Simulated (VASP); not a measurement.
An input for Quantum ESPRESSO's pw.x (written as the equivalent of a VASP run, and not itself run):

```
&CONTROL
  calculation = 'scf'
  pseudo_dir = './pseudo'
  outdir = './out'
  tprnfor = .true.
  tstress = .true.
/
&SYSTEM
  ibrav = 0
  nat = 1
  ntyp = 1
  ecutwfc = 82
  occupations = 'smearing'
  smearing = 'methfessel-paxton'
  degauss = 0.00735
  input_dft = 'vdw-df2-b86r'
/
&ELECTRONS
  conv_thr = 7.3e-09
  electron_maxstep = 100
/
ATOMIC_SPECIES
  Nb 92.906 Nb.upf
CELL_PARAMETERS angstrom
    -1.6282316    1.6282316    1.6282316
     1.6282316   -1.6282316    1.6282316
     1.6282316    1.6282316   -1.6282316
ATOMIC_POSITIONS crystal
  Nb   0.0000000  0.0000000  0.0000000
K_POINTS automatic
  16 16 16 0 0 0
```

### Question
Translate this input to VASP (INCAR, KPOINTS, POSCAR, choice of POTCAR).

### Answer
One answer among several that fit: 
### INCAR
```
! general
SYSTEM  =Nb
PREC    =Accurate
ENCUT   =520
LREAL   =.FALSE.
LASPH   =.TRUE.

! electronic loop
EDIFF   =1E-7
NELM    =100
ALGO    =Normal
LMAXMIX =4

! smearing
ISMEAR  =1
SIGMA   =0.1

! functional
GGA     =MK
LUSE_VDW=.TRUE.
AGGAC   =0.0
PARAM1  =0.1234568
PARAM2  =0.7114
ZAB_VDW =-1.8867

! ions
ISIF    =2

! output
LWAVE   =.FALSE.
LCHARG  =.FALSE.
```

POSCAR:
```
Nb
1
   -1.6282315906     1.6282315906     1.6282315906
    1.6282315906    -1.6282315906     1.6282315906
    1.6282315906     1.6282315906    -1.6282315906
Nb
1
Direct
  0.0000000000   0.0000000000   0.0000000000
```

### KPOINTS
```
Regular mesh
0
Gamma
16 16 16
```

POTCAR, in this order: Nb_sv (PBE.64 set). Program: vasp_std.

Limits of the translation: the potentials are each code's own (VASP's PAW set, PseudoDojo norm-conserving files in pw.x), so ENCUT and ecutwfc are chosen apart and not converted; conv_thr bounds pw.x's estimated SCF error, while EDIFF bounds the energy change between steps.

The compound is Nb in the bcc structure. This cell is one point of a volume scan, at 0.97 of the reference volume.
